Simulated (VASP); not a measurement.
Given:

```
CaBr2
1.0
    6.65497     0.00000     0.00000
    0.00000     6.90553     0.00000
    0.00000     0.00000     4.36577
Ca Br
2 4
Direct
  0.00000   0.00000   0.00000
  0.50000   0.50000   0.50000
  0.27545   0.32747   0.00000
  0.72455   0.67253   0.00000
  0.77545   0.17253   0.50000
  0.22455   0.82747   0.50000
```

Calculation: PBEsol GGA, VASP's PBE PAW potentials (set 64) (plane waves; VASP 6.6.1). Run with 300 eV cut-off, 2×2×3 Γ-centred mesh, Gaussian smearing of 0.010 eV, potentials Ca_sv Br.

At this cut-off the stress carries a Pulay error, which pulls relaxed volumes low. Energy and stress use the plane-wave basis of the starting cell.

Question: The ions, cell shape and volume are relaxed. Give the cell that the relaxation ends in.

Answer: 
```
CaBr2
1.0
    6.48620     0.00000     0.00000
    0.00000     6.84597     0.00000
    0.00000     0.00000     4.31851
Ca Br
2 4
Cartesian
  6.48620   6.84597   0.00000
  3.24310   3.42298   2.15925
  1.68601   2.34516   0.00000
  4.80019   4.50080   0.00000
  4.92911   1.07782   2.15925
  1.55709   5.76814   2.15925
```
Space group Pnnm (58), at a tolerance of 0.03 Å.

Question: How do energy and volume change from the first to the last step?

Answer: The energy (σ→0) changes by -4.2 meV/atom and the volume by -4.4 %, in 27 ionic steps.

The structure comes from a computed database's CaBr2 entry (Pnnm); how it stands against other phases isn't given here. This run relaxes it. Symmetry was kept, so distortions that lower it aren't found. The k-mesh is coarse (spacing up to 0.48 per Å, 2π included), so the numbers may not be converged in it. The run is one of a series of settings (EDIFFG = -0.01, IBRION = 2, ISIF = 3, NSW = 50 against the base run), some of them coarse on purpose.
